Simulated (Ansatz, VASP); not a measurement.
# MnS (Browneite): VASP beside Ansatz, part 2 of 2

Aim: how closely do two programs agree when they are given the same cell, functional and k mesh? The cell is taken from a series of VASP runs on this material, whose earlier steps may have relaxed, scaled or displaced it; both programs get it as it stands.

VASP 6.6.1 and Ansatz 0.2.0.

So far: The structure; VASP: relaxation of cell and atoms, r2SCAN.

**3. Ansatz: relaxation of cell and atoms, r2SCAN**

Level of this step: Ansatz beside VASP: Kohn-Sham DFT, plane waves, r2SCAN (Ansatz).

Ansatz runs on its default PAW (the set named soft_2) files.

The same cell, functional, mesh and smearing now go to Ansatz, which takes its cutoff from its data sets.

The input, input.yaml:

```yaml
crystal:
  lattice:
    - [0.0, 5.5713088019, 5.4600291949]
    - [2.7856544009, 2.7856544009, 5.4600291949]
    - [2.7856544009, 2.7856544009, 0.0]
  atoms:
    - { symbol: Mn, position: [0.0, 0.0, 0.0], spin: 4.32 }
    - { symbol: Mn, position: [0.5, 0.0, 0.0], spin: -4.32 }
    - { symbol: S, position: [0.0, 0.25, 0.25] }
    - { symbol: S, position: [0.5, 0.25, 0.25] }
hamiltonian:
  xc: r2scan
  pseudopotentials: { kind: paw }
magnetization:
  spin_polarized: true
kpoints:
  mp_grid: { grid: [6, 6, 6] }
scf:
  occupations: { method: gaussian, width: 0.05 }
relax:
  f_tol: 0.01
  max_steps: 60
  cell: { stress_tol: 0.05 }
output:
  forces: true
  stress: true
```

Run with:

```bash
$ ansatz run input.yaml --threads 4 --pin off --max-ram 9216MiB --backend cpu --events-out ev --progress --plain --runs-dir out
```

Numbers of over 12 decimals in the logs are rounded to 6 here.

The log of the run:

```text
basis.fft_grid_basis auto: the FFT boxes are laid along the combinations [[1, -1, 0], [0, 1, -1], [0, 0, 1]] of the cell's own vectors, 3.940, 5.460 and 3.940 Å long. The dense box has 30×40×30 points. Along the cell's own vectors, as sized, it would have 60×50×30, 2.50 times as many. basis.fft_grid_basis: typed keeps the cell's own vectors: state it where this run's energies or levels are differenced outside the engine with another run's, or held beside a run that keeps those vectors.
Engine: ansatz 0.2.0, aarch64-unknown-linux-gnu
Pseudopotentials: kind: paw
Pseudopotential: Mn, paw, valence charge 15, recommended cutoff 500 eV (meta_gga), Mn.paw.azcp
Pseudopotential: S, paw, valence charge 6, recommended cutoff 500 eV (meta_gga), S.paw.azcp
Functional definition: r2SCAN
  parameter k0 = 0.174
  parameter k1 = 0.065
  parameter a1 = 4.9479
  exchange = r2scan_x(k0 = k0, k1 = k1, a1 = a1)
  correlation = r2scan_c
Crystal: 4 atoms, lattice volume = 84.738 Å³
Basis set: ecut = 500 eV, 2147 PW (Γ), FFT grids on a1−a2, a2−a3, a3, exchange–correlation on 120×160×120 points (64 copies of the dense FFT grid, shifted against one another)
Bands: 31, of which v1, the nominal top of the filled ones, is band 21 counted from 1 (20 counted from 0)
Symmetry: 8 space group operations
Space group: P-4m2 (ITA 115), of the structure as read, at distance tolerance 4.4e-5 Å
Magnetic group: BNS 115.290 (UNI 950), of the structure as read, at distance tolerance 4.4e-5 Å
k-points: 40 of 216 (time reversal used)
Non-local potential: Mn, projectors of the file, l = 0: 3, l = 1: 2, l = 2: 3, l = 3: 1
Non-local potential: S, projectors of the file, l = 0: 2, l = 1: 2, l = 2: 2
PAW form: soft (Blöchl's): semilocal exchange-correlation on the pseudo side does not see the compensation charge
PAW frozen core: Mn, regenerated for the run's functional (the file was generated under x = pbe(κ = 0.804, μ = 0.219515), c = pbe(β = 0.066725))
PAW frozen core: S, regenerated for the run's functional (the file was generated under x = pbe(κ = 0.804, μ = 0.219515), c = pbe(β = 0.066725))
PAW one-centre angular grid: Mn, 590 points (default); XC on 160 Gauss nodes
PAW one-centre angular grid: S, 302 points (default); XC on 160 Gauss nodes
Initial density: superposition of atomic densities (chi_scale 0.1, normalization cell, long waves kept (reshape's long-wave potential 0.00 eV rms))
Starting moments: Σ|m| = 8.64 μB on 2 of 4 sites
Starting magnetic order: antiferromagnet; a translation exchanges its spin sublattices: spin-degenerate at every k-point
Initial wavefunctions: pseudopotential atomic-orbital guess
Functional: x = r2scan, c = r2scan; τ floored in thin density (d = 2e-4 eV/Å³)
SCF iter   1: F=—  HF=-9623.540080 eV  |F-HF|=—  |Δ(HF+E_count)|=         —  Δρ=4.83e-2 (↑4.83e-2 ↓4.83e-2)  dr2=4.10e0  dr2_τ=1.51e-2  dr2_m=7.51e-1  M=0.000 μB ∫|m|=9.129 μB  β_m=0.30  ethr=3.10e-3  ⟨swp⟩=5.5  Hψ=4941  notcnv=0  defer=2
Mixer restart at iter 1: flushing history
preconditioner: auto → Resta (q_TF=auto, 2.427 Å⁻¹)  ε∞=6.1  [insulator: Δε(μ)=1.827 eV  Ē_g=9.088 eV  σ=0.050 eV  W_gap=1.00  n_scr=20 (ndim 8)  ℏωp=20.6 eV  f_vac=0.000  D(μ)=0.00/eV (n_scr^D=0)  ε∞_Penn≈6.1]
spin=Collinear: Resta preconditioning applied to the charge; magnetization (m = ρ↑ − ρ↓) channel mixes plain (no charge-response kernel on spin).
SCF iter   2: F=—  HF=-9623.702135 eV  |F-HF|=—  |Δ(HF+E_count)|=   1.62e-1  Δρ=2.56e-2 (↑2.56e-2 ↓2.56e-2)  dr2=1.22e0  dr2_τ=1.66e-2  dr2_m=2.50e-1  M=0.000 μB ∫|m|=9.168 μB  β_m=0.30  ethr=3.10e-3  ⟨swp⟩=2.5  Hψ=2308  notcnv=0  defer=178  κ⁻¹=1.0e0(r=1)
SCF iter   3: F=—  HF=-9624.080139 eV  |F-HF|=—  |Δ(HF+E_count)|=   3.78e-1  Δρ=8.54e-3 (↑8.54e-3 ↓8.54e-3)  dr2=2.07e-1  dr2_τ=2.36e-3  dr2_m=1.61e-2  M=0.000 μB ∫|m|=9.197 μB  β_m=0.30  ethr=2.90e-3  ⟨swp⟩=3.3  Hψ=2161  notcnv=0  defer=178  κ⁻¹=1.5e-2(r=2)
SCF iter   4: F=—  HF=-9624.099850 eV  |F-HF|=—  |Δ(HF+E_count)|=         —  Δρ=3.64e-3 (↑3.64e-3 ↓3.64e-3)  dr2=4.76e-2  dr2_τ=2.81e-4  dr2_m=9.16e-4  M=0.000 μB ∫|m|=9.239 μB  β_m=0.30  ethr=4.93e-4  ⟨swp⟩=3.3  Hψ=2316  notcnv=0  defer=158
Mixer restart at iter 4: flushing history
SCF iter   5: F=—  HF=-9624.101452 eV  |F-HF|=—  |Δ(HF+E_count)|=   1.60e-3  Δρ=2.76e-3 (↑2.76e-3 ↓2.76e-3)  dr2=3.08e-2  dr2_τ=1.74e-4  dr2_m=4.77e-4  M=0.000 μB ∫|m|=9.244 μB  β_m=0.30  ethr=1.13e-4  ⟨swp⟩=2.0  Hψ=1480  notcnv=0  defer=158  κ⁻¹=1.0e0(r=1)
SCF iter   6: F=—  HF=-9624.105587 eV  |F-HF|=—  |Δ(HF+E_count)|=   4.13e-3  Δρ=6.01e-4 (↑6.01e-4 ↓6.01e-4)  dr2=1.16e-3  dr2_τ=2.11e-5  dr2_m=1.05e-5  M=0.000 μB ∫|m|=9.264 μB  β_m=0.30  ethr=7.33e-5  ⟨swp⟩=2.0  Hψ=1918  notcnv=0  defer=158  κ⁻¹=6.5e-3(r=2)
SCF iter   7: F=—  HF=-9624.105615 eV  |F-HF|=—  |Δ(HF+E_count)|=   2.84e-5  Δρ=4.44e-4 (↑4.44e-4 ↓4.44e-4)  dr2=3.25e-4  dr2_τ=9.99e-6  dr2_m=1.10e-5  M=0.000 μB ∫|m|=9.266 μB  β_m=0.30  ethr=2.76e-6  ⟨swp⟩=2.3  Hψ=1964  notcnv=0  defer=158  κ⁻¹=7.8e-4(r=3)
SCF iter   8: F=—  HF=-9624.105834 eV  |F-HF|=—  |Δ(HF+E_count)|=   2.19e-4  Δρ=2.28e-4 (↑2.28e-4 ↓2.28e-4)  dr2=1.01e-4  dr2_τ=2.84e-6  dr2_m=2.48e-6  M=0.000 μB ∫|m|=9.266 μB  β_m=0.30  ethr=7.74e-7  ⟨swp⟩=2.0  Hψ=1669  notcnv=0  defer=158  κ⁻¹=5.3e-4(r=4)
SCF iter   9: F=—  HF=-9624.105980 eV  |F-HF|=—  |Δ(HF+E_count)|=   1.46e-4  Δρ=6.10e-5 (↑6.10e-5 ↓6.10e-5)  dr2=6.23e-6  dr2_τ=9.19e-8  dr2_m=1.02e-6  M=0.000 μB ∫|m|=9.265 μB  β_m=0.30  ethr=2.41e-7  ⟨swp⟩=2.0  Hψ=2080  notcnv=0  defer=158  κ⁻¹=4.4e-5(r=5)
SCF iter  10: F=—  HF=-9624.105979 eV  |F-HF|=—  |Δ(HF+E_count)|=   1.40e-6  Δρ=4.47e-5 (↑4.47e-5 ↓4.47e-5)  dr2=3.72e-6  dr2_τ=5.53e-8  dr2_m=4.58e-7  M=0.000 μB ∫|m|=9.265 μB  β_m=0.30  ethr=1.48e-8  ⟨swp⟩=1.0  Hψ=1240  notcnv=0  defer=158  κ⁻¹=4.9e-6(r=6)
SCF iter  11: F=—  HF=-9624.105975 eV  |F-HF|=—  |Δ(HF+E_count)|=   3.30e-6  Δρ=1.32e-5 (↑1.32e-5 ↓1.32e-5)  dr2=1.07e-7  dr2_τ=2.20e-9  dr2_m=8.15e-8  M=0.000 μB ∫|m|=9.265 μB  β_m=0.30  ethr=8.85e-9  ⟨swp⟩=2.0  Hψ=1880  notcnv=0  defer=158  κ⁻¹=2.0e-7(r=7)
SCF iter  12: F=—  HF=-9624.105976 eV  |F-HF|=—  |Δ(HF+E_count)|=   4.71e-7  Δρ=5.41e-6 (↑5.41e-6 ↓5.41e-6)  dr2=4.24e-8  dr2_τ=2.97e-10  dr2_m=8.53e-9  M=0.000 μB ∫|m|=9.265 μB  β_m=0.30  ethr=2.54e-10  ⟨swp⟩=2.0  Hψ=2080  notcnv=0  defer=158  κ⁻¹=5.9e-8(r=8)
SCF iter  13: F=—  HF=-9624.105976 eV  |F-HF|=—  |Δ(HF+E_count)|=   9.05e-8  Δρ=2.85e-6 (↑2.85e-6 ↓2.85e-6)  dr2=2.23e-8  dr2_τ=1.32e-10  dr2_m=6.46e-10  M=0.000 μB ∫|m|=9.265 μB  β_m=0.30  ethr=1.01e-10  ⟨swp⟩=2.1  Hψ=1673  notcnv=0  defer=158  κ⁻¹=1.1e-8(r=8)
SCF iter  14: F=-9624.105976 eV  HF=-9624.105976 eV  |F-HF|=4.69e-10  |Δ(HF+E_count)|=   3.26e-9  Δρ=7.06e-7 (↑7.06e-7 ↓7.06e-7)  dr2=1.82e-9  dr2_τ=1.06e-11  dr2_m=2.62e-11  M=0.000 μB ∫|m|=9.265 μB  ethr=5.31e-11  ⟨swp⟩=1.6  Hψ=3605  notcnv=0
SCF 1 converged in 14 iterations: F = -9624.105976 eV  dr2 = 1.82e-9
  greatest PAW one-centre occupation: 1.005 electrons in one spin orbital (limit 2), on the Mn atom at site 1 (counted from 0), in its partial waves of l = 1
relax step   1: F+E_penalty+E_count = -9624.10597586 eV  Δ(F+E_penalty+E_count) = +0.000e0 eV  max|allowed force component| = 4.293e-17 eV/Å  Δτ_max = 0.0000 Å  P = +0.310 GPa  Ω = 84.738 Å³  (14 SCF iters, dr2 threshold 1.00e-7 eV, accepted)
[...]
relax step   2: F+E_penalty+E_count = -9624.10622240 eV  Δ(F+E_penalty+E_count) = -2.465e-4 eV  max|allowed force component| = 3.123e-17 eV/Å  Δτ_max = 0.0000 Å  P = +0.123 GPa  Ω = 84.997 Å³  energy of the carried Pulay correction = -1.045e-4 eV  (7 SCF iters, dr2 threshold 2.56e-7 eV, accepted)
[...]
relax step   3: F+E_penalty+E_count = -9624.10621932 eV  Δ(F+E_penalty+E_count) = +3.088e-6 eV  max|allowed force component| = 4.510e-17 eV/Å  Δτ_max = 0.0000 Å  P = +0.000 GPa  Ω = 85.168 Å³  energy of the carried Pulay correction = -1.733e-4 eV  (8 SCF iters, dr2 threshold 4.04e-8 eV, accepted)
[...]
relax step   4: F+E_penalty+E_count = -9624.10639267 eV  Δ(F+E_penalty+E_count) = -1.734e-4 eV  max|allowed force component| = 4.337e-17 eV/Å  Δτ_max = 0.0000 Å  P = +0.001 GPa  Ω = 85.168 Å³  stress off target by 1.68e-3 GPa  SCF on the basis re-selected at this cell (its energy is not comparable with the rows above)  (9 SCF iters)
basis re-selected at this cell: Δ(F+E_penalty+E_count) = -1.734e-4 eV, ΔP = +0.001 GPa vs the last step (what re-selecting the basis moved, of the pressure what is left beyond the Pulay correction that the steps carried, after the strain that the cell walked since its last selection, with what the two solves' SCF thresholds leave and, on support functions, any second-order correction that the steps lacked; it is no m [...]
SCF converged after 9 iterations
Stability not checked: this state was not tested for a lower state beside it, because the mixer in use, unlike msr1, does not test its closes by its own steps (another_mixer; see scf.mixing.algorithm and scf.lower_state_search)
Magnetization: 0.0000 μB (21.0000 up, 21.0000 down)
Absolute magnetization: 9.2784 μB (∫|ρ↑−ρ↓|, with the PAW one-centre terms)
Spin contamination: 4.7758 ħ² per cell (⟨S²⟩ above its minimum at these occupations)
Per-site moments (μB) at R_I (Å): [(4.127166, 0.990226), (-4.127166, 0.990226), (6.483572029670588e-16, 0.990226), (-6.361058276058134e-16, 0.990226)]
Free energy (F): -9624.106393 eV
Harris-Foulkes:  -9624.106393 eV  (|F-HF|=3.64e-12)
Internal energy: -9624.106393 eV  (E = F + TS)
E sigma→0 (E₀):  -9624.106393 eV
Fermi energy:    7.711985 eV
--- Per-component energies (eV) ---
  E_band       = -743.586285
  E_kinetic    = 812.104712
  E_local      = -5542.557021  (includes V_loc(G=0)·N_el)
  E_nonlocal   = 563.545455
  E_hartree    = 2278.892637
  E_xc         = -398.052726
  E_vxc        = -504.563857  (∫ρ·V_xc dr)
  E_paw        = -3853.631433  (= ΣΔE_a)
  E_vpaw       = -660.473283  (= ΣTr[D̂ρ^β])
  E_aug_tail   = -0.000007  (compensation charges beyond the density's cutoff)
  E_vtau       = 30.572663  (kinetic-family band-sum trace: ∫τ·v_τ [+ j·A + Jᵃ·Aᵃ] dr)
  E_ewald      = -3483.622390
  E_core_change = -0.785620  (= ΣΔE_core)
  E_smearing   = -0.000000  (= −TS)
  E_closure    = -0.000000  (closes the sum)
  Σ components = -9624.106393   (vs F -9624.106393, Δ=0.00e0)
--- Forces (eV/Å), atoms counted from 1 ---
  atom   1  Mn     0.00000000     0.00000000    -0.00000000
  atom   2  Mn     0.00000000     0.00000000    -0.00000000
  atom   3  S      0.00000000     0.00000000    -0.00000000
  atom   4  S      0.00000000     0.00000000     0.00000000
  max |Σ_I F_I| component: 2.15e-16 eV/Å
--- Stress (GPa, compression-positive) ---
        0.001683       0.000000      -0.000000
        0.000000       0.001683       0.000000
       -0.000000       0.000000       0.000533
  P = ⅓ Tr σ = 0.0013 GPa (0.013 kbar)
--- Relaxed structure (3 steps of the walk, 3 accepted, 1 SCFs on fresh bases) ---
  F+E_penalty+E_count = -9624.10639267 eV   max|allowed force component| = 4.337e-17 eV/Å   (the final SCF, on the basis selected at the relaxed cell)
  cell:  # Å, volume = 85.1679 Å³
    - [5.00934411826787e-11, 5.581730, 5.467239]
    - [2.790865, 2.790865, 5.467239]
    - [2.790865, 2.790865, 8.074355347309398e-17]
  atoms:
    - { symbol: Mn, position: [0, 0, 0] }
    - { symbol: Mn, position: [0.5, 0, 0] }
    - { symbol: S, position: [-2.6251284857826272e-17, 0.25, 0.25] }
    - { symbol: S, position: [0.5, 0.25, 0.25] }
```

The job ended after 51 s (4 threads of Arm Neoverse N1, shared host; peak memory 0.62 GiB).

**4. Side by side**

Known differences besides the potentials themselves: VASP keeps PBE cores, Ansatz makes them for the functional; both relaxations stop at a tolerance, which leaves soft axes loose, and VASP keeps its plane-wave basis; the data sets hold 42 valence electrons in Ansatz (default PAW (the set named soft_2) files) and 38 in VASP; the cutoff is 500 eV in Ansatz and 400 eV in VASP; Ansatz adds a Pulay correction to the stress that steers its cell, VASP none; site moments are counted in spheres of each program's own size. Total energies have different zeros and are not compared.

Both answers:

| quantity | Ansatz | VASP | difference |
| --- | --- | --- | --- |
| volume (Å³) | 85.17 | 84.74 | +0.51 % |
| edge a after relaxation, in the typed setting (Å) | 7.813 | 7.801 | +0.16 % |
| edge b after relaxation, in the typed setting (Å) | 6.743 | 6.733 | +0.15 % |
| edge c after relaxation, in the typed setting (Å) | 3.947 | 3.939 | +0.19 % |
| moment on Mn1 (μB) | 4.13 | 4.28 | -0.15 |
| moment on Mn2 (μB) | -4.13 | -4.28 | +0.15 |

The walks stopped with 0.00 GPa left in Ansatz and -0.03 GPa in VASP; each walk ends within a tolerance, so the volume difference is uncertain by about these residues over the bulk modulus, most in soft cells.

**5. Summary of results**

```
difference in volume (relaxation of cell and atoms, r2SCAN) : 0.51 %
```

In words: The difference in volume is 0.51 % (relaxation of cell and atoms, r2SCAN), within the 1.2 % picked in this series as the mark of a large difference, as far as the stopping tolerances let one tell. Such differences can come from data sets, numerical settings and the points named under the comparisons, not from the functional's error against experiment.

[Lines on the potential files, build, host, timing and source positions are cut from VASP's logs without a mark.]

[Logs are printed without paths, hosts, clocks, repeated set-up lines and the standing remarks that a program may print on its own settings, such as how far it seeks lower states.]

[Hosts, paths, dates, database ids (printed as entryN), source tags and the programs' standing remarks are cut or masked in the printed files.]
